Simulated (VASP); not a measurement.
An input for Ansatz (written as the equivalent of a VASP run, and not itself run):

Ansatz 0.2 input:
```yaml
crystal:
  lattice:
    - [0.0000000, 2.1817940, 2.1817940]
    - [2.1817940, 0.0000000, 2.1817940]
    - [2.1817940, 2.1817940, 0.0000000]
  atoms:
    - { symbol: Nb, position: [0.0000000, 0.0000000, 0.0000000] }
    - { symbol: C, position: [0.5000000, 0.5000000, 0.5000000] }
kpoints:
  mp_grid: { grid: [10, 10, 10] }
hamiltonian:
  xc: pbe
  pseudopotentials: { kind: paw }
scf:
  occupations: { method: gaussian, width: 0.1 }
  max_iter: 100
output: { forces: true, stress: true, eigenvalues: true }
```

Problem. Translate this input to VASP (INCAR, KPOINTS, POSCAR, choice of POTCAR).

Solution. This is not unique; one that fits is 
### POSCAR
```
NbC
1
    0.0000000000     2.1817940000     2.1817940000
    2.1817940000     0.0000000000     2.1817940000
    2.1817940000     2.1817940000     0.0000000000
Nb C
1 1
Direct
  0.0000000000   0.0000000000   0.0000000000
  0.5000000000   0.5000000000   0.5000000000
```

### KPOINTS
```
Automatic mesh
0
Gamma
10 10 10
0 0 0
```

INCAR:
```
# general
SYSTEM  = NbC
PREC    = Accurate
ENCUT   = 400
LREAL   = .False.
LASPH   = .True.

# electronic loop
EDIFF   = 1E-6
NELM    = 100
ALGO    = Normal
LMAXMIX = 4

# smearing
ISMEAR  = 0
SIGMA   = 0.1

# functional
GGA     = PE

# ions
ISIF    = 2

# output
LWAVE   = .False.
LCHARG  = .False.
```

POTCAR, in this order: Nb_sv C (PBE.64 set). Program: vasp_std.

The two are equivalent in intent, not identical: each code has its own PAW files, so the cut-off isn't converted (ENCUT is set for VASP's; basis.ecutwfc is left out, and Ansatz then takes the one that its files recommend); Ansatz stops its SCF on the density residual and VASP on the energy change (EDIFF).

The structure comes from a computed database's NbC entry; how it stands against other phases isn't given here. The cell was not relaxed at this level, and its volume differs by -5.9 % from the start's.
